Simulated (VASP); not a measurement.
# A VASP study of Titanium (r2SCAN): structure first, properties next, part 4 of 4

What structure does Titanium take at this level, and what are its properties? Left out of this account: 1 further run (relaxation: a spoilt try). This is not the structure that Ti takes at ambient conditions. The start is a cell from a database of measured crystal structures.

VASP 6.6.1; r2SCAN; plane waves and PAW (Ti_sv).

Still holding for the runs below: The k-mesh is coarse for a metal.

So far. Step 16 (Volume scan with r2SCAN (run 9)): The pressure falls from 7.62 to 4.89 GPa. Step 16 (Volume scan with r2SCAN (run 9)): The run ends at a pressure of 4.89 GPa.

### Step 17. Volume scan with r2SCAN (run 10)

Input file INCAR:

```
SYSTEM = Ti
PREC = Accurate
ENCUT = 400
EDIFF = 1E-06
NELM = 100
ISMEAR = 1
SIGMA = 0.2
LREAL = .FALSE.
ALGO = Normal
METAGGA = R2SCAN
LASPH = .TRUE.
NBANDS = 12
LORBIT = 11
LWAVE = .FALSE.
LCHARG = .FALSE.
KPAR = 2
ISIF = 2
```

Input file POSCAR:

```
Ti
1.0
   -1.6148142334      1.6148142334      1.6148142334
    1.6148142334     -1.6148142334      1.6148142334
    1.6148142334      1.6148142334     -1.6148142334
Ti
1
Direct
    0.0000000000      0.0000000000      0.0000000000
```

Input file KPOINTS:

```
Automatic mesh
0
Gamma
10 10 10
0 0 0
```

Potentials, in the order of the species: Ti_sv (PBE family, release 64).

The run is started by

```
$ mpirun -np 2 vasp_std
```

Output:

```text
[... set-up lines as in an earlier step ...]
 entering main loop
       N       E                     dE             d eps       ncg     rms          rms(c)
[... 12 cycles as in an earlier step ...]
   1 F= -.12803135E+02 E0= -.12804212E+02  d E =0.323154E-02
```

Run time: 7 s. Hardware: 2 MPI ranks of Intel Xeon 6975P-C (Granite Rapids), shared host; peak memory 0.21 GiB.

OUTCAR, selected parts (step 17):

```text
[... 6 parts as in an earlier step ...]

[... 1 further part left out ...]
[key lines of the parts left out:]
E-fermi :   8.4431
```

The pressure falls from 4.89 to 2.40 GPa.

The run ends at a pressure of 2.40 GPa.

### Step 18. Volume scan with r2SCAN (run 11)

INCAR is that of step 17.

Input file POSCAR:

```
Ti
1.0
   -1.6257254714      1.6257254714      1.6257254714
    1.6257254714     -1.6257254714      1.6257254714
    1.6257254714      1.6257254714     -1.6257254714
Ti
1
Direct
    0.0000000000      0.0000000000      0.0000000000
```

KPOINTS is that of step 17.

The run is started by

```
$ mpirun -np 2 vasp_std
```

Output:

```text
[... set-up lines as in an earlier step ...]
 entering main loop
       N       E                     dE             d eps       ncg     rms          rms(c)
[... 13 cycles as in an earlier step ...]
   1 F= -.12807332E+02 E0= -.12808214E+02  d E =0.264529E-02
```

It took 7.8 s on 2 MPI ranks; peak memory 0.21 GiB; 14 s of CPU time.

OUTCAR, selected parts (step 18):

```text
[... 6 parts as in an earlier step ...]

[... 1 further part left out ...]
[key lines of the parts left out:]
E-fermi :   8.2251
```

The pressure falls from 2.40 to 0.04 GPa.

The run ends at a pressure of 0.04 GPa.

### Step 19. Volume scan with r2SCAN (run 12)

INCAR is that of step 18.

Input file POSCAR:

```
Ti
1.0
   -1.6364921790      1.6364921790      1.6364921790
    1.6364921790     -1.6364921790      1.6364921790
    1.6364921790      1.6364921790     -1.6364921790
Ti
1
Direct
    0.0000000000      0.0000000000      0.0000000000
```

KPOINTS is that of step 18.

The run is started by

```
$ mpirun -np 2 vasp_std
```

Output:

```text
[... set-up lines as in an earlier step ...]
 entering main loop
       N       E                     dE             d eps       ncg     rms          rms(c)
[... 13 cycles as in an earlier step ...]
   1 F= -.12806641E+02 E0= -.12807383E+02  d E =0.222510E-02
```

The job ended after 7.4 s (2 MPI ranks; peak memory 0.22 GiB).

OUTCAR, selected parts (step 19):

```text
[... 6 parts as in an earlier step ...]

[... 1 further part left out ...]
[key lines of the parts left out:]
E-fermi :   8.0159
```

The pressure falls from 0.04 to -2.11 GPa.

The run ends at a pressure of -2.11 GPa.

### Step 20. Volume scan with r2SCAN (run 13)

INCAR is that of step 19.

Input file POSCAR:

```
Ti
1.0
   -1.6471190494      1.6471190494      1.6471190494
    1.6471190494     -1.6471190494      1.6471190494
    1.6471190494      1.6471190494     -1.6471190494
Ti
1
Direct
    0.0000000000      0.0000000000      0.0000000000
```

KPOINTS is that of step 19.

The run is started by

```
$ mpirun -np 2 vasp_std
```

Output:

```text
[... set-up lines as in an earlier step ...]
 entering main loop
       N       E                     dE             d eps       ncg     rms          rms(c)
[... 13 cycles as in an earlier step ...]
   1 F= -.12801316E+02 E0= -.12801971E+02  d E =0.196578E-02
```

Wall time 8.6 s (2 MPI ranks); peak memory 0.23 GiB.

From OUTCAR (step 20):

```text
[... 6 parts as in an earlier step ...]

[... 1 further part left out ...]
[key lines of the parts left out:]
E-fermi :   7.8154
```

The pressure falls from -2.11 to -4.08 GPa.

The run ends at a pressure of -4.08 GPa.

### Step 21. Volume scan with r2SCAN (run 14)

INCAR is that of step 20.

Input file POSCAR:

```
Ti
1.0
   -1.6576105364      1.6576105364      1.6576105364
    1.6576105364     -1.6576105364      1.6576105364
    1.6576105364      1.6576105364     -1.6576105364
Ti
1
Direct
    0.0000000000      0.0000000000      0.0000000000
```

KPOINTS is that of step 20.

The run is started by

```
$ mpirun -np 2 vasp_std
```

Output:

```text
[... set-up lines as in an earlier step ...]
 entering main loop
       N       E                     dE             d eps       ncg     rms          rms(c)
[... 13 cycles as in an earlier step ...]
   1 F= -.12792031E+02 E0= -.12792636E+02  d E =0.181426E-02
```

Elapsed: 8.4 s, on 2 MPI ranks; peak memory 0.23 GiB; 16 s of CPU time.

From OUTCAR (step 21):

```text
[... 6 parts as in an earlier step ...]

[... 1 further part left out ...]
[key lines of the parts left out:]
E-fermi :   7.6224
```

The pressure falls from -4.08 to -5.91 GPa.

The run ends at a pressure of -5.91 GPa.

### Step 22. Comparing the runs

Times are for 2 MPI ranks of Intel Xeon 6975P-C (Granite Rapids), shared host. The series side by side:

| no. | volume scale | energy above the lowest point (meV/atom) | pressure (GPa) | time | memory (GiB) |
| --- | --- | --- | --- | --- | --- |
| 1 | 0.94 | 28.35 | 7.623 | 7.4 s | 0.22 |
| 2 | 0.94 | 28.35 | 7.623 | 8 s | 0.22 |
| 3 | 0.96 | 13.31 | 4.890 | 8.2 s | 0.21 |
| 4 | 0.96 | 13.31 | 4.890 | 8.2 s | 0.22 |
| 5 | 0.98 | 4 | 2.398 | 7.8 s | 0.22 |
| 6 | 0.98 | 4 | 2.398 | 7 s | 0.21 |
| 7 | 1 | 0 | 0.04346 | 7.8 s | 0.21 |
| 8 | 1 | 0 | 0.04346 | 7.8 s | 0.21 |
| 9 | 1.02 | 0.83 | -2.106 | 7.2 s | 0.22 |
| 10 | 1.02 | 0.83 | -2.106 | 7.4 s | 0.22 |
| 11 | 1.04 | 6.24 | -4.082 | 11 s | 0.23 |
| 12 | 1.04 | 6.24 | -4.082 | 8.6 s | 0.23 |
| 13 | 1.06 | 15.58 | -5.911 | 8.6 s | 0.23 |
| 14 | 1.06 | 15.58 | -5.911 | 8.4 s | 0.23 |

### Step 23. Fit for r2SCAN (run 2)

This step: Birch-Murnaghan fit, r2SCAN; plane waves and PAW (VASP 6.6.1).

No new run; the numbers come from the runs before.

Table of energy above the fitted minimum by volume:

| volume (Å³/atom) | energy above the fitted minimum (eV/atom) |
| --- | --- |
| 16.156 | 0.0286 |
| 16.500 | 0.0135 |
| 16.843 | 0.00423 |
| 17.187 | 2.3e-4 |
| 17.531 | 0.00106 |
| 17.875 | 0.00647 |
| 18.218 | 0.0158 |

The fitted volume lies +0.62 % from the relaxed one. At a finite cutoff and mesh the minimum of the energy and the zero of the stress don't quite coincide, and the relaxation stops at a threshold.

### Step 24. Electric field gradients (r2SCAN)

This step: r2SCAN; plane waves and PAW (Ti_sv) (VASP 6.6.1).

Field gradients probe how far the charge around each nucleus departs from cubic symmetry; LASPH keeps the non-spherical terms inside the spheres.

INCAR, as its differences from that of step 21:

```diff
@@ -3,3 +3,3 @@
 ENCUT = 400
-EDIFF = 1E-06
+EDIFF = 1E-07
 NELM = 100
@@ -16,2 +16,2 @@
 KPAR = 2
-ISIF = 2
+LEFG = .TRUE.
```

Input file POSCAR:

```
Ti
1.0
   -1.6257254714      1.6257254714      1.6257254714
    1.6257254714     -1.6257254714      1.6257254714
    1.6257254714      1.6257254714     -1.6257254714
Ti
1
Direct
    0.0000000000      0.0000000000      0.0000000000
```

KPOINTS is that of step 21.

The run is started by

```
$ mpirun -np 2 vasp_std
```

Output:

```text
[... set-up lines as in an earlier step ...]
 entering main loop
       N       E                     dE             d eps       ncg     rms          rms(c)
[... 11 cycles as in an earlier step ...]
DAV:  12    -0.128073316398E+02    0.13689E-05   -0.41127E-06  1244   0.180E-02    0.177E-03
DAV:  13    -0.128073317844E+02   -0.14464E-06   -0.33129E-07  1416   0.514E-03    0.113E-03
DAV:  14    -0.128073313843E+02    0.40013E-06   -0.98954E-08   784   0.403E-03    0.709E-04
DAV:  15    -0.128073313450E+02    0.39278E-07   -0.13834E-08   592   0.164E-03
ion   1
     0.0000000    -0.0000000    -0.0000000    -0.0000000     0.0000000     0.0000000
     0.0000422    -0.0000000    -0.0000000    -0.0000000     0.0000000     0.0000000
     0.0000581    -0.0000000    -0.0000000    -0.0000000     0.0000000     0.0000000
     0.0000800    -0.0000000    -0.0000000    -0.0000000     0.0000000     0.0000000
     0.0001102    -0.0000000    -0.0000000    -0.0000000     0.0000000     0.0000000

     0.0000000    -0.0000000    -0.0000000     0.0000000    -0.0000000     0.0000000
     0.0000422    -0.0000000    -0.0000000     0.0000000    -0.0000000     0.0000000
     0.0000581    -0.0000000    -0.0000000     0.0000000    -0.0000000     0.0000000
     0.0000800    -0.0000000    -0.0000000     0.0000000    -0.0000000     0.0000000
     0.0001102    -0.0000000    -0.0000000     0.0000000    -0.0000000     0.0000000

   1 F= -.12807331E+02 E0= -.12808213E+02  d E =0.264446E-02
```

It took 9 s on 2 MPI ranks; peak memory 0.22 GiB; 17 s of CPU time.

From OUTCAR (step 24):

```text
   NELECT =      12.0000    total number of electrons

 E-fermi :   8.2253

 k-point     1 :       0.0000    0.0000    0.0000
  band No.  band energies     occupation
      1     -50.6503      2.00000
      2     -25.4497      2.00000
      3     -25.4497      2.00000
      4     -25.4497      2.00000
      5       1.9009      2.00000
      6       9.3844     -0.00000
      7       9.3844     -0.00000
      8       9.3844     -0.00000
      9      11.1844     -0.00000
     10      11.1844     -0.00000
    ...

  Total       -0.0015932     -0.0015932     -0.0015932      0.0000000      0.0000000     -0.0000000
  in kB       -0.1485211     -0.1485211     -0.1485211      0.0000000      0.0000000     -0.0000000
  external PRESSURE =      -0.1485211 kB  Pullay stress =       0.0000000 kB

  FREE ENERGIE OF THE ION-ELECTRON SYSTEM (eV)
  ---------------------------------------------------
  free  energy   TOTEN  =       -12.8073313450 eV

  energy  without entropy=      -12.8099758085  energy(sigma->0) =      -12.80821283

 Electric field gradients after diagonalization (V/A^2)
 (convention: |V_zz| > |V_xx| > |V_yy|)
----------------------------------------------------------------------
 ion       V_xx      V_yy      V_zz     asymmetry (V_yy - V_xx)/ V_zz
----------------------------------------------------------------------
   1      -0.003    -0.003     0.007       0.000
----------------------------------------------------------------------

[... 11 parts as in an earlier step ...]

[... 7 further parts left out ...]
```

This step gave:

```yaml
scf_cycles: 15
free_energy_toten: -12.81 eV
energy_at_zero_smearing: -12.81 eV
fermi_energy: 8.225 eV
pressure: -0.01485 GPa
```

Electric field gradients, by row:

| atom | Vxx (V/Å²) | Vyy (V/Å²) | Vzz (V/Å²) | asymmetry |
| --- | --- | --- | --- | --- |
| Ti1 | -0.003 | -0.003 | 0.007 | - |

All gradients vanish within the noise.

The run ends at a pressure of -0.01 GPa.

### Step 25. Summary of results

* relaxed volume: 17.19 Å³/atom
* relaxed conventional cell a, b, c: 3.251, 3.251, 3.251 Å
* space group after relaxing, within 0.02 Å: Im-3m (No. 229)
* band gap: none, a metal
* DOS at the Fermi level: 1.90 states/eV/cell
* bulk modulus from the fit: 111 GPa
* volume from the fit: 17.3 Å³/atom
* largest field gradient Vzz: zero within the noise on all sites

With r2SCAN, Titanium relaxes to 17.19 Å³/atom in space group Im-3m (held by the symmetry of the run), comes out as a metal and has a bulk modulus of 111 GPa. Against the listed cell the volume lies -2.8 %. Band structure (r2SCAN): Of the bands kept, 2 cross the Fermi level on this path. The k-sampling is coarse for a metal, so the Fermi level, pressures and the shape of the cell carry errors. No search among competing phases was made. All values are for a static lattice at zero temperature.

[Lines on the potential files, build, host, timing and source positions are cut from VASP's logs without a mark.]

[Logs are printed without paths, hosts, clocks, repeated set-up lines and the standing remarks that a program may print on its own settings, such as how far it seeks lower states.]

[Hosts, paths, dates, database ids (printed as entryN), source tags and the programs' standing remarks are cut or masked in the printed files.]

[A measured line is paired with the nearest computed mode of its activity, which favours agreement.]
